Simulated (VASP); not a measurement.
Here is the system:

```xyz
8
Lattice="5.4002 0.0000 0.0000 0.0000 5.4002 0.0000 0.0000 0.0000 5.4002" Properties=species:S:1:pos:R:3 pbc="T T T"
Nb     1.3500     0.0000     2.7001
Nb     4.0501     0.0000     2.7001
Nb     2.7001     4.0501     0.0000
Nb     2.7001     1.3500     0.0000
Nb     0.0000     2.7001     4.0501
Nb     0.0000     2.7001     1.3500
Sn     0.0000     0.0000     0.0000
Sn     2.7001     2.7001     2.7001
```

These are PBE GGA, VASP's PBE PAW potentials (set 64) (plane waves; VASP) values and carry that method's errors. Run with 300 eV cut-off, 5×5×5 Γ-centred mesh, Gaussian smearing of 0.10 eV, potentials Nb_sv Sn_d.

At this cut-off the stress carries a Pulay error, which pulls relaxed volumes low. Energy and stress use the plane-wave basis of the starting cell.

**Question.** The ions, cell shape and volume are relaxed. Predict the relaxed structure.

**Answer.** 
```xyz
8
Lattice="5.3106 0.0000 0.0000 0.0000 5.3106 0.0000 0.0000 0.0000 5.3106" Properties=species:S:1:pos:R:3 pbc="T T T"
Nb     1.3277     5.3106     2.6553
Nb     3.9830     0.0000     2.6553
Nb     2.6553     3.9830     0.0000
Nb     2.6553     1.3277     5.3106
Nb     5.3106     2.6553     3.9830
Nb     0.0000     2.6553     1.3277
Sn     5.3106     5.3106     0.0000
Sn     2.6553     2.6553     2.6553
```
Space group Pm-3n (223), at a tolerance of 0.03 Å.

**Question.** How do energy and volume change from the first to the last step?

**Answer.** The energy (σ→0) changes by -24.2 meV/atom and the volume by -4.9 %, in 4 ionic steps.

The structure comes from a computed database's Nb3Sn entry; how it stands against other phases isn't given here. This run relaxes it. Symmetry was kept, so distortions that lower it aren't found. The run is one of a series of settings (EDIFFG = -0.01, IBRION = 2, ISIF = 3, NSW = 50 against the base run), some of them coarse on purpose.
